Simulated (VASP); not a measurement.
Given:

```
HfO4Si
1.0
   -3.32257     3.32257     3.02400
    3.32257    -3.32257     3.02400
    3.32257     3.32257    -3.02400
Hf Si O
2 2 8
Direct
  0.00000   0.00000   0.00000
  0.75000   0.25000   0.50000
  0.25000   0.75000   0.50000
  0.50000   0.50000   0.00000
  0.13409   0.31920   0.81489
  0.06920   0.75431   0.68511
  0.50431   0.31920   0.18511
  0.06920   0.38409   0.31489
  0.61591   0.93080   0.68511
  0.68080   0.86591   0.18511
  0.24569   0.93080   0.31489
  0.68080   0.49569   0.81489
```

Computed with LDA (Ceperley-Alder, Perdew-Zunger), VASP's LDA PAW potentials (set 64) (plane waves; VASP). Settings: 560 eV cut-off, 6×6×6 Γ-centred mesh, Gaussian smearing of 0.050 eV, potentials Hf_pv Si O.

Energy and stress use the plane-wave basis of the starting cell.

Problem. The ions, cell shape and volume are relaxed. What does this cell relax into?

Solution. 
```
HfO4Si
1.0
   -3.25256     3.25256     2.95907
    3.25256    -3.25256     2.95907
    3.25256     3.25256    -2.95907
Hf Si O
2 2 8
Direct
  0.00000   0.00000   0.00000
  0.75000   0.25000   0.50000
  0.25000   0.75000   0.50000
  0.50000   0.50000   0.00000
  0.13204   0.31756   0.81447
  0.06756   0.75309   0.68553
  0.50309   0.31756   0.18553
  0.06756   0.38204   0.31447
  0.61796   0.93244   0.68553
  0.68244   0.86796   0.18553
  0.24691   0.93244   0.31447
  0.68244   0.49691   0.81447
```
Space group I4_1/amd (141), at a tolerance of 0.03 Å.

Problem. How do energy and volume change from the first to the last step?

Solution. The energy (σ→0) changes by -33.4 meV/atom and the volume by -6.2 %, in 10 ionic steps.

The structure comes from a computed database's HfSiO4 entry; how it stands against other phases isn't given here. This run relaxes it. Symmetry was kept, so distortions that lower it aren't found. The run is one of a series of settings (EDIFFG = -0.01, ENCUT = 560, IBRION = 2, ISIF = 3, NSW = 50 against the base run), some of them coarse on purpose.
